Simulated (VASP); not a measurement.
Given:

```xyz
4
Lattice="4.2046 0.0000 0.0000 -2.1023 3.6413 0.0000 0.0000 0.0000 5.8602" Properties=species:S:1:pos:R:3 pbc="T T T"
W      0.0000     0.0000     0.0000
W      0.0000     0.0000     2.9301
Te     0.0000     2.4275     1.4650
Te     2.1023     1.2138     4.3951
```

These are PBE GGA, VASP's PBE PAW potentials (set 64) (plane waves; VASP) values and carry that method's errors. Settings: 300 eV cut-off, 5×5×3 Γ-centred mesh, Gaussian smearing of 0.10 eV, potentials W_sv Te.

At this cut-off the stress carries a Pulay error, which pulls relaxed volumes low. Energy and stress use the plane-wave basis of the starting cell.

Problem. The ions, cell shape and volume are relaxed. Give the cell that the relaxation ends in.

Solution. 
```xyz
4
Lattice="4.4202 0.0000 0.0000 -2.2101 3.8280 0.0000 0.0000 0.0000 5.1608" Properties=species:S:1:pos:R:3 pbc="T T T"
W      0.0000     0.0000     0.0000
W      0.0000     0.0000     2.5804
Te     0.0000     2.5520     1.2902
Te     2.2101     1.2760     3.8706
```
Space group P6_3/mmc (194), at a tolerance of 0.03 Å.

Problem. How do energy and volume change from the first to the last step?

Solution. The energy (σ→0) changes by -213.7 meV/atom and the volume by -2.7 %, in 11 ionic steps.

The structure was generated: TeW was put into an ordered model structure, which need not be its known phase. This run relaxes it. Symmetry was kept, so distortions that lower it aren't found. The k-mesh is coarse (spacing up to 0.41 per Å, 2π included), so the numbers may not be converged in it. The run is one of a series of settings (EDIFFG = -0.01, IBRION = 2, ISIF = 3, NSW = 50 against the base run), some of them coarse on purpose.
